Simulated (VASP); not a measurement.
Data:

```
Gd
1.0
    1.81500    -3.14367     0.00000
    1.81500     3.14367     0.00000
    0.00000     0.00000     5.78000
Gd
2
Direct
  0.33333   0.66667   0.25000
  0.66667   0.33333   0.75000
```

These are PBE GGA, VASP's PBE PAW potentials (set 64) (plane waves; VASP) values and carry that method's errors. Settings: 400 eV cut-off, 10×10×6 Γ-centred mesh, Fermi-Dirac smearing of 0.30 eV, potentials Gd_3.

The 4f electrons are frozen in the core of the lanthanide potential, so 4f levels, which can set the real gap, and their magnetism are missing.

What does the run give for the energy per atom (σ→0), band gap (on the k-mesh) with the smallest direct gap where there is one?

```json
{
  "band gap (on the k-mesh)": "none (metal, semimetal or under 0.01 eV)",
  "energy per atom (σ→0)": "-4.600 eV/atom"
}
```

Total energies compare only between runs with the same potentials, cut-off and functional.

The compound is Gd in the hcp structure. The cell was not relaxed at this level. The run is one of a series of settings (ISMEAR = -1, SIGMA = 0.3 against the base run), some of them coarse on purpose.
